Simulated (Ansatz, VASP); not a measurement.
**LaC2 in VASP and in Ansatz**

```
La C
1.0
    -1.93039    1.93039    3.24676
     1.93039   -1.93039    3.24676
     1.93039    1.93039   -3.24676
La C
1 2
Direct
  0.00000 0.00000 0.00000
  0.40108 0.40108 0.00000
  0.59892 0.59892 0.00000
```

Alike in both runs: functional LDA; k mesh 8 × 8 × 8; occupations gaussian, width 0.1 eV; no spin polarisation.

Ansatz relaxed the structure, and its values are those at the end. VASP's run is a single point on that final structure, the one shown.

```csv
,VASP,Ansatz
version,VASP 6.6.1,Ansatz 0.2.0
potentials or method,"VASP PAW LDA potentials, release 64 (La, C)","scalar-relativistic, plane waves, PAW"
plane-wave cutoff (eV),520,420
valence electrons in the cell,19,19
```

VASP gave:

| Item | Value |
| --- | --- |
| gap on the k mesh at the Fermi level (eV) | none |
| pressure (GPa) | 0.1 |
| rms of the force components (eV/Å) | 0.048 |

**Question.** Which values does Ansatz return?

**Answer.** gap on the k mesh at the Fermi level (eV): none; pressure (GPa): 0.0; rms of the force components (eV/Å): 0.002.

A gap of «none» marks a metal or a gap that the smearing closes.

Spin-orbit coupling is left out, which matters for the levels of La.
